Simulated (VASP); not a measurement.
Set up this calculation in VASP 6.6.1, as the native input.

* Task: single point
* Functional: PBE
* Dispersion: D3(BJ)
* Potentials or basis: VASP PAW PBE potentials, release 64 (O, H, Zn, Cl)
* Cutoff: 520 eV
* k mesh: 1 × 1 × 1
* Occupations: fermi-dirac, width 0.02 eV
* Spin: no spin polarisation
* Dipole correction: no
* Further INCAR settings: LREAL = Auto; ALGO = Fast; EDIFF = 1e-06; NBANDS = 53

The structure of ZnH12Cl2O6 lies in POSCAR:

```
ZnH12Cl2O6
1.0
    6.2658270000      0.0000000000      0.0000000000
    0.0000000000      6.2658270000      0.0000000000
    0.0000000000      0.0000000000      6.2658270000
O H Zn Cl
6 12 1 2
Direct
    0.1541695933      0.6888635770      0.3515737029
    0.8294196440      0.8474858945      0.0497300676
    0.3419819922      0.0575821835      0.2602050775
    0.9106379732      0.3454133030      0.1881635098
    0.4687808968      0.3076369648      0.8342394388
    0.4603701953      0.7881641162      0.7636821125
    0.1101530572      0.7752528118      0.2227319714
    0.1075197256      0.5476052882      0.2888046542
    0.7216286054      0.9181389783     -0.0519324903
    0.7703213000      0.6996682162      0.1152122457
    0.4555504006      0.0233967519      0.3536963277
    0.4226417359      0.1210534539      0.1327837491
    0.8369366087      0.3201492796      0.0389413879
    0.8620091171      0.2261313630      0.2846870812
    0.3174361501      0.3341937146      0.7783649309
    0.4543055530      0.2928903080      0.9959579159
    0.5017214807      0.8453951889      0.6274032143
    0.5432483214      0.6515979455      0.7571386826
    0.9498187550      0.7527497966      0.6832458030
    0.0406490636      0.4213649691      0.7128827527
   -0.1903180538      0.0080276714      0.5281026750
```

The cell was built by a generator and needn't be a form met in nature.

One way to write it, as run:

INCAR

```
  PREC = Accurate
  ENCUT = 520
  EDIFF = 1E-6
  ISMEAR = -1
  SIGMA = 0.02
  LREAL = Auto
  LASPH = T
  NELM = 100
  ALGO = Fast
  ISIF = 2
  LWAVE = F
  LCHARG = F
  GGA = PE
  IVDW = 12
  NBANDS = 53
```

KPOINTS

```
regular mesh
0
Gamma
  1 1 1
```

Potentials or basis: VASP PAW PBE potentials, release 64 (O, H, Zn, Cl).

Launch:

```bash
$ cat potpaw_PBE.64/O/POTCAR potpaw_PBE.64/H/POTCAR potpaw_PBE.64/Zn/POTCAR potpaw_PBE.64/Cl/POTCAR > POTCAR
$ mpirun -np 1 vasp_gam > vasp.out
```

It gave:

```
Pressure                   : -1.3 GPa
Largest force              : 3.499 eV/Å
Band gap on the k mesh     : 3.46 eV, direct
Dispersion energy per atom : -0.056 eV
```

Wall time 33 s on 1 thread of Intel(R) Xeon(R) 6975P-C (Granite Rapids) (shared host), peak memory 0.32 GiB.
